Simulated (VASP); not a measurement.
Data:

```
CELL_PARAMETERS angstrom
      0.00000     2.01806     2.01806
      2.01806     0.00000     2.01806
      8.06472     8.06472     0.00751
ATOMIC_POSITIONS crystal
  Pt 0.00000 0.00000 0.00000
  Au 0.00544 0.00544 0.24592
  Au 0.00000 0.00000 0.50000
  Au 0.99456 0.99456 0.75408
```

The numbers are results of PBEsol GGA, VASP's PBE PAW potentials (set 64) (plane waves; VASP), not measurements. Run with 400 eV cut-off, Gaussian smearing of 0.050 eV, potentials Pt Au.

Unless said otherwise, spin-orbit coupling is left out, though it shifts the bands of the heavy elements here.

### Question
Estimate the band gap (along the path) with the smallest direct gap where there is one.

### Answer

```json
{
 "band gap (along the path)": "none (metal, semimetal or under 0.01 eV)"
}
```

Total energies compare only between runs with the same potentials, cut-off and functional.

The structure was generated: Au3Pt was put into an ordered model structure (R-3m), which need not be its known phase. It was relaxed first. The electron count is odd and the run is not spin-polarised, which forces a metal.
